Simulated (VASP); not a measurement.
Input of a VASP 6.6.1 run:

Contents of POSCAR:

```
HPbNO4
1.0
    3.8540400000      0.1438400000      0.0901200000
   -0.2532000000      5.5269800000      0.1647100000
   -0.4819700000     -1.9272000000      5.7202500000
H Pb N O
1 1 1 4
Direct
    0.1091300000      0.6571800000      0.5446300000
    0.6102900000      0.5212700000      0.1510000000
    0.9158000000      0.9626300000      0.9586700000
    0.0138400000      0.1363900000      0.8808400000
    0.7239800000      0.0105700000      0.1285800000
    0.0038900000      0.7373200000      0.8704300000
    0.1192700000      0.5932400000      0.3765100000
```

INCAR.step1

```
  PREC = Accurate
  ENCUT = 520
  EDIFF = 1E-5
  ISMEAR = -1
  SIGMA = 0.05
  LREAL = F
  LASPH = T
  NELM = 60
  ALGO = Normal
  ISIF = 2
  LWAVE = T
  LCHARG = F
  GGA = PE
```

The input INCAR.step2:

```
  PREC = Accurate
  ENCUT = 520
  EDIFF = 1E-6
  ISMEAR = -5
  SIGMA = 0.05
  LREAL = F
  LASPH = T
  NELM = 60
  ALGO = Normal
  ISIF = 2
  LWAVE = F
  LCHARG = F
  METAGGA = R2SCAN
  LHFCALC = T
  AEXX = 0.25
  LMIXTAU = T
  PRECFOCK = Fast
  HFRCUT = -1
  LORBIT = 10
  ISTART = 1
  NEDOS = 1001
```

Contents of KPOINTS:

```
Automatic mesh
0
Gamma
  4 3 3
```

Potentials or basis: VASP PAW PBE potentials, release 64 (H, Pb_d, N, O).

Command:

```bash
$ cat potpaw_PBE.64/H/POTCAR potpaw_PBE.64/Pb_d/POTCAR potpaw_PBE.64/N/POTCAR potpaw_PBE.64/O/POTCAR > POTCAR
$ cp INCAR.step1 INCAR
$ mpirun -np 8 vasp_std > vasp.out
$ cp INCAR.step2 INCAR
$ mpirun -np 8 vasp_std > vasp.out
```

(1) Estimate the largest force.

(2) Estimate the band gap on the k mesh.

(3) What does it give for the pressure?

Results:

(1) 1.325 eV/Å.

(2) 5.47 eV, indirect (least direct gap 5.59 eV).

(3) -4.1 GPa.

Caveat: the standard files for N, O and F lose accuracy on very short bonds; the PAW data sets were made with another functional, which shifts forces and pressure a little; spin-orbit coupling is left out, which as a rule narrows the gap of such compounds by several tenths of an eV; an odd mesh through Γ misses points on the zone boundary, where band edges often lie.
